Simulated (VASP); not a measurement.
Consider the following.

```yaml
crystal:
  lattice:
    - [0.00000, 2.92625, 2.92625]
    - [2.92625, 0.00000, 2.92625]
    - [2.92625, 2.92625, 0.00000]
  atoms:
    - { symbol: Li, position: [0.25000, 0.25000, 0.25000] }
    - { symbol: Li, position: [0.75000, 0.75000, 0.75000] }
    - { symbol: Se, position: [0.00000, 0.00000, 0.00000] }
```

These are LDA (Ceperley-Alder, Perdew-Zunger), VASP's LDA PAW potentials (set 64) (plane waves; VASP) values and carry that method's errors. Numerical set-up: 520 eV cut-off, 7×7×7 Γ-centred mesh, Gaussian smearing of 0.050 eV, potentials Li_sv Se.

Estimate the energy per atom (σ→0).

| Quantity | Result |
|---|---|
| energy per atom (σ→0) | -4.060 eV/atom |

The absolute energy has meaning only against runs of the same code, potentials and settings.

The compound is Li2Se in the antifluorite structure. It was relaxed first, which changed the volume by -7 %. The start is the result of an earlier pass.
